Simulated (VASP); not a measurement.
Input:

```
BN
1.0
    1.28267    -2.22165     0.00000
    1.28267     2.22165     0.00000
    0.00000     0.00000     4.24171
B N
2 2
Direct
  0.66667   0.33333   0.50026
  0.33333   0.66667   0.00026
  0.66667   0.33333   0.87474
  0.33333   0.66667   0.37474
```

Method: revPBE GGA, VASP's PBE PAW potentials (set 64) (plane waves; VASP). Numerical set-up: 520 eV cut-off, 11×11×6 Γ-centred mesh, tetrahedra with Blöchl corrections, potentials B N.

The cores are frozen, which limits the accuracy of field gradients.

Q: Give the principal components of the electric field gradient (V/Å²) and the asymmetry η at each nucleus.

A: 
| atom | Vxx | Vyy | Vzz | η |
|---|---|---|---|---|
| B1 | -0.4 | -0.4 | 0.8 | 0.00 |
| B2 | -0.4 | -0.4 | 0.8 | 0.00 |
| N3 | -2.3 | -2.3 | 4.5 | 0.00 |
| N4 | -2.3 | -2.3 | 4.5 | 0.00 |

The compound is BN in the wurtzite structure, a metastable high-pressure form. It was relaxed first.
